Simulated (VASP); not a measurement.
An input for Quantum ESPRESSO's pw.x (written as the equivalent of a VASP run, and not itself run):

```
&CONTROL
  calculation = 'scf'
  pseudo_dir = './pseudo'
  outdir = './out'
  tprnfor = .true.
  tstress = .true.
/
&SYSTEM
  ibrav = 0
  nat = 20
  ntyp = 2
  ecutwfc = 80
  occupations = 'smearing'
  smearing = 'gaussian'
  degauss = 0.000735
  input_dft = 'revpbe'
/
&ELECTRONS
  conv_thr = 7.3e-08
  electron_maxstep = 100
/
ATOMIC_SPECIES
  Sb 121.760 Sb.upf
  S 32.060 S.upf
CELL_PARAMETERS angstrom
    11.8001200    0.0000000    0.0000000
     0.0000000    3.8447300    0.0000000
     0.0000000    0.0000000   11.3671400
ATOMIC_POSITIONS crystal
  Sb   0.8686520  0.7542240  0.4582550
  Sb   0.1383150  0.2317720  0.5305640
  Sb   0.6538880  0.2485310  0.9529330
  Sb   0.3524940  0.7417460  0.0322280
  Sb   0.9584030  0.2400610  0.1653800
  Sb   0.0338910  0.7850130  0.8231640
  Sb   0.5419340  0.7370640  0.6713400
  Sb   0.4776540  0.2659400  0.3259170
  S    0.8730470  0.7294340  0.0669630
  S    0.1163870  0.2309390  0.9432040
  S    0.6166910  0.2512930  0.5527980
  S    0.3742600  0.7664750  0.4592010
  S    0.0392330  0.7610440  0.3867400
  S    0.9556630  0.2137560  0.6250620
  S    0.4491890  0.2650040  0.8734280
  S    0.5450310  0.7099500  0.1280170
  S    0.3095320  0.2749760  0.1932450
  S    0.7011180  0.7644120  0.8181090
  S    0.1938190  0.7683770  0.6843940
  S    0.8008000  0.2599880  0.3090590
K_POINTS automatic
  2 5 2 0 0 0
```

**Question.** Translate this input to VASP (INCAR, KPOINTS, POSCAR, choice of POTCAR).

**Answer.** One answer among several that fit: 
### INCAR
```
! general
SYSTEM   =  Sb2S3
PREC     =  Accurate
ENCUT    =  300   ! plane-wave cut-off (eV)
LREAL    =  Auto   ! projection in real space or not
LASPH    =  .True.   ! aspherical one-centre terms

! electronic loop
EDIFF    =  1E-6   ! SCF stop (eV)
NELM     =  100
ALGO     =  Normal   ! blocked Davidson
LMAXMIX  =  4   ! l cut-off of mixed one-centre charges

! smearing
ISMEAR   =  0
SIGMA    =  0.01   ! width (eV)

! functional
GGA      =  RE   ! revPBE

! ions
ISIF     =  2

! output
LWAVE    =  .False.
LCHARG   =  .False.
```

**POSCAR**
```
Sb2S3
1
   11.8001200000     0.0000000000     0.0000000000
    0.0000000000     3.8447300000     0.0000000000
    0.0000000000     0.0000000000    11.3671400000
Sb S
8 12
Direct
  0.8686520000   0.7542240000   0.4582550000
  0.1383150000   0.2317720000   0.5305640000
  0.6538880000   0.2485310000   0.9529330000
  0.3524940000   0.7417460000   0.0322280000
  0.9584030000   0.2400610000   0.1653800000
  0.0338910000   0.7850130000   0.8231640000
  0.5419340000   0.7370640000   0.6713400000
  0.4776540000   0.2659400000   0.3259170000
  0.8730470000   0.7294340000   0.0669630000
  0.1163870000   0.2309390000   0.9432040000
  0.6166910000   0.2512930000   0.5527980000
  0.3742600000   0.7664750000   0.4592010000
  0.0392330000   0.7610440000   0.3867400000
  0.9556630000   0.2137560000   0.6250620000
  0.4491890000   0.2650040000   0.8734280000
  0.5450310000   0.7099500000   0.1280170000
  0.3095320000   0.2749760000   0.1932450000
  0.7011180000   0.7644120000   0.8181090000
  0.1938190000   0.7683770000   0.6843940000
  0.8008000000   0.2599880000   0.3090590000
```

KPOINTS:
```
K-points
0
gamma
 2 5 2
0 0 0
```

POTCAR, in this order: Sb S (PBE.64 set). Program: vasp_std.

Limits of the translation: the potentials are each code's own (VASP's PAW set, PseudoDojo norm-conserving files in pw.x), so ENCUT and ecutwfc are chosen apart and not converted; conv_thr bounds pw.x's estimated SCF error, while EDIFF bounds the energy change between steps.

The structure comes from a computed database's Sb2S3 entry, a phase known from measurement. The cell was not relaxed at this level. The run is one of a series of settings (GGA = RE against the base run), some of them coarse on purpose.
